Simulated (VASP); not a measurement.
Given:

```xyz
3
Lattice="1.8900 -3.2735 0.0000 1.8900 3.2735 0.0000 0.0000 0.0000 6.0286" Properties=species:S:1:pos:R:3 pbc="T T T"
Zr     0.0000     0.0000     0.0000
S      1.8900     1.0912     1.4505
S      1.8900    -1.0912     4.5781
```

Level of theory: vdW-DF2, VASP's PBE PAW potentials (set 64) (plane waves; VASP). Numerical set-up: 520 eV cut-off, 6×6×4 Γ-centred mesh, Gaussian smearing of 0.050 eV, potentials Zr_sv S.

Question: Predict the energy per atom (σ→0), band gap (on the k-mesh) with the smallest direct gap where there is one.

Answer: 
```yaml
band gap (on the k-mesh): 1.08 eV
smallest direct gap (on the k-mesh): 1.50 eV
energy per atom (σ→0): -4.965 eV/atom
```

Total energies compare only between runs with the same potentials, cut-off and functional.

The compound is ZrS2 in the 1T layered structure. It was relaxed first, which changed the volume by +10 %. The start is the result of an earlier pass.
